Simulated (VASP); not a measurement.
Given:

```
MgB2
1.0
    1.54107    -2.66921     0.00000
    1.54107     2.66921     0.00000
    0.00000     0.00000     3.50313
Mg B
1 2
Direct
  0.00000   0.00000   0.00000
  0.33333   0.66667   0.50000
  0.66667   0.33333   0.50000
```

All values below come from PBE GGA, VASP's PBE PAW potentials (set 64) (plane waves; VASP 6.6.1). Settings: 600 eV cut-off, 10×10×8 Γ-centred mesh, first-order Methfessel-Paxton smearing of 0.10 eV, potentials Mg B.

Energy and stress use the plane-wave basis of the starting cell.

Problem. The ions, cell shape and volume at an external pressure of 30.0 GPa are relaxed. What does this cell relax into?

Solution. 
```
MgB2
1.0
    1.47859    -2.56099     0.00000
    1.47859     2.56099     0.00000
    0.00000     0.00000     3.25024
Mg B
1 2
Direct
  0.00000   0.00000   0.00000
  0.33333   0.66667   0.50000
  0.66667   0.33333   0.50000
```
Space group P6/mmm (191), at a tolerance of 0.03 Å.

Problem. How do energy and volume change from the first to the last step?

Solution. The energy (σ→0) changes by +115.8 meV/atom and the volume by -14.6 %, in 7 ionic steps.

The compound is MgB2 in the AlB2 type structure. This run relaxes it under an external pressure of 30 GPa. Symmetry was kept, so distortions that lower it aren't found.
